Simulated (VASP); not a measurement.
Runs of VASP 6.6.1 on Si. Symmetry: I4_1/amd, No. 141, tetragonal system. Conventional cell: a = 3.844 Å, b = 3.844 Å, c = 5.420 Å, α = 90.00°, β = 90.00°, γ = 90.00°. Si (site symmetry -4m2) is surrounded by 4 Si at 2.35 Å.

```csv
level,potentials or basis,pressure (GPa),moment (μB)
LDA,"VASP PAW LDA potentials, release 64 (Si)",(a),0.00
PBE,"VASP PAW PBE potentials, release 64 (Si)",1.9,0.00
TB-mBJ,"VASP PAW PBE potentials, release 64 (Si)",-,0.00
r2SCAN,"VASP PAW PBE potentials, release 64 (Si)",0.5,0.00
```

Alike in all rows: task single point; spin non-collinear, zero start, SOC; cell as given; k mesh 8 × 8 × 8; cutoff (eV) 520; smearing gaussian 0.02 eV.

Fill in the values left out.

(a) -1.5.

Caveats: the PAW data sets were made with another functional, which shifts forces and pressure a little (some runs).
